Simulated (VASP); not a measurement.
Crystal: CeZn2Ni.

```
CELL_PARAMETERS angstrom
3.86439 0.00000 0.00000
0.00000 3.86439 0.00000
0.00000 0.00000 4.91927
ATOMIC_POSITIONS crystal
Ce 0.00000 0.00000 0.00000
Zn 0.00000 0.50000 0.50000
Zn 0.50000 0.00000 0.50000
Ni 0.50000 0.50000 0.00000
```

The cell comes from a database or a generator and needn't be the stable form of this composition.

Base run:

```yaml
Program: VASP 6.6.1
Functional: BLYP
Potentials_or_basis: VASP PAW PBE potentials, release 64 (Ce, Zn, Ni)
Cutoff: 520 eV
k_mesh: 5 × 5 × 5
Occupations: fermi-dirac, width 0.05 eV
Spin: collinear spin, ferromagnetic start
Starting_moments: "[1.0, 0.0, 0.0, 1.0] μB"
```

Its results: net moment 0.37 μB per cell.

Q: After a change of settings the same cell gave: net moment 0.00 μB per cell. Which change was it?
A. functional from BLYP to PBE
B. functional from BLYP to LDA; potentials or basis from VASP PAW PBE potentials, release 64 (Ce, Zn, Ni) to VASP PAW LDA potentials, release 64 (Ce, Zn, Ni)
C. functional from BLYP to PW91
D. functional from BLYP to SCAN

A: D.

Caveats: the magnetic or orbital state may not be the lowest.

Not every run made on this cell is shown here.
